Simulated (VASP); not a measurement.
Hf: stress against strain

Hf (hcp, P6_3/mmc, 21.542 Å³/atom and stress up to 0.11 GPa in the relaxed cell, c along z) under a strain ε along a direction in the basal plane (axis x), the other axes held. PBEsol in VASP (plane waves, PAW), 480 eV, 18×18×10 Γ-centred mesh, Methfessel-Paxton smearing 0.10 eV; ions are relaxed, or left where forces stay under 0.02 eV/Å, within the symmetry of each cell. Stress is positive for a compressed cell.

Here s stands for strain and y for stress xx.

| strain (%) | stress xx (GPa) |
|---|---|
| -1.50 | 2.94 |
| -1.00 | 1.88 |
| -0.50 | 0.88 |
| 0.00 | -0.11 |
| 0.50 | -1.05 |
| 1.00 | -1.94 |
| 1.50 | -2.78 |
| 3.00 | ? |

The 7 complete rows are fitted with a straight line, y against s. Means: s 0, y -0.026. About the means, the sum of products is -13.365 and the sum of squares of s is 7.0000; the slope is their ratio. Least squares gives y = -0.026 - 1.9093·s. Residuals (row less fit): 0.102, -0.003, -0.049, -0.084, -0.069, -0.005, 0.110; standard error 0.086 (degrees of freedom: 5). The slope gives the elastic constant C11 = about 190 GPa.

### Question
What does the fit predict for y at s = 3.00, and how far is the calculated value from it?

### Answer
y = -0.026 - 1.9093 × 3.0 = -5.754 GPa. The calculation gives -5.19 GPa, 0.564 GPa above the prediction (6.9 % of the range of y in the table). The row lies outside the fitted rows, so this is an extrapolation. From the scatter of the fitted rows alone, a prediction at this place has a standard error of 0.134 GPa, so the miss is 4.2 times that.

A polynomial of degree 2 through the 12 other runs of the series gives -5.14 there, so most of the miss is curvature that the fit leaves out. In a metal these values are sensitive to mesh and smearing; energies are taken to zero smearing, stresses follow the free energy. Rows are the converged runs of the series near zero and its far end; series whose fitted rows scatter by over a few per cent of the range, as at a crossing or softening among them, aren't shown in this form, nor equations of state whose B0' disagrees with the runs' pressures. Most that stay on the fit to the last digits aren't either.
